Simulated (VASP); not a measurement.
Given:

```yaml
crystal:
  lattice:
    - [4.04130, 0.00000, 0.00000]
    - [0.00000, 4.04130, 0.00000]
    - [0.00000, 0.00000, 4.04130]
  atoms:
    - { symbol: K, position: [0.00000, 0.00000, 0.00000] }
    - { symbol: Mg, position: [0.50000, 0.50000, 0.50000] }
    - { symbol: F, position: [0.50000, 0.00000, 0.50000] }
    - { symbol: F, position: [0.00000, 0.50000, 0.50000] }
    - { symbol: F, position: [0.50000, 0.50000, 0.00000] }
```

The numbers are results of revTPSS meta-GGA, VASP's PBE PAW potentials (set 64) (plane waves; VASP), not measurements. Run with 520 eV cut-off, 6×6×6 Γ-centred mesh, Gaussian smearing of 0.050 eV, potentials K_sv Mg F.

Task: Give the stress tensor in GPa (positive for a compressed cell).

Result: 
```
-1.87   0.00   0.00
 0.00  -1.87   0.00
 0.00   0.00  -1.87
```
The pressure is its mean diagonal, -1.87 GPa.

The compound is KMgF3 in the cubic perovskite structure. This cell is one point of a volume scan, at 1.03 of the reference volume.
